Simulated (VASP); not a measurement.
Data:

```
AlTi
1.0
    0.00000     2.63312     2.63312
    2.63312     0.00000     2.63312
    2.63312     2.63312     0.00000
Ti Al
1 1
Direct
  0.00000   0.00000   0.00000
  0.50000   0.50000   0.50000
```

Level of theory: r2SCAN meta-GGA, VASP's PBE PAW potentials (set 64) (plane waves; VASP). Settings: 400 eV cut-off, 13×13×13 Γ-centred mesh, tetrahedra with Blöchl corrections, potentials Ti_sv Al.

Q: Predict the energy per atom (σ→0), band gap (over mesh and band path) with the smallest direct gap where there is one.

A: 
The band gap (over mesh and band path) is none (metal, semimetal or under 0.01 eV) and the energy per atom (σ→0) is -9.586 eV/atom.

The structure was generated: TiAl was put into the rock salt type (Fm-3m), which need not be its known phase. It was relaxed first, which changed the volume by -35 %. The electron count is odd and the run is not spin-polarised, which forces a metal.
